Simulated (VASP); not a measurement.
Data:

```
CELL_PARAMETERS angstrom
     -1.74368     1.74368     5.94246
      1.74368    -1.74368     5.94246
      1.74368     1.74368    -5.94246
ATOMIC_POSITIONS crystal
  Ta 0.49997 0.99997 0.50000
  Ta 0.74997 0.74997 0.00000
  As 0.08263 0.58263 0.50000
  As 0.33263 0.33263 0.00000
```

Computed with PBE GGA, VASP's PBE PAW potentials (set 64) (plane waves; VASP). Numerical set-up: 300 eV cut-off, 8×8×8 Γ-centred mesh, Fermi-Dirac smearing of 0.14 eV, potentials Ta_pv As.

At this cut-off the stress carries a Pulay error, which pulls relaxed volumes low. Unless said otherwise, spin-orbit coupling is left out, though it shifts the bands of the heavy elements here.

### Question
What does the run give for the energy per atom (σ→0), pressure, band gap (on the k-mesh) with the smallest direct gap where there is one?

### Answer

- band gap (on the k-mesh) = none (metal, semimetal or under 0.01 eV)
- energy per atom (σ→0) = -8.767 eV/atom
- pressure = -4.19 GPa

The absolute energy has meaning only against runs of the same code, potentials and settings.

The structure comes from a computed database's TaAs entry; how it stands against other phases isn't given here. The cell was not relaxed at this level. The k-mesh is coarse (spacing up to 0.32 per Å, 2π included), so the numbers may not be converged in it.
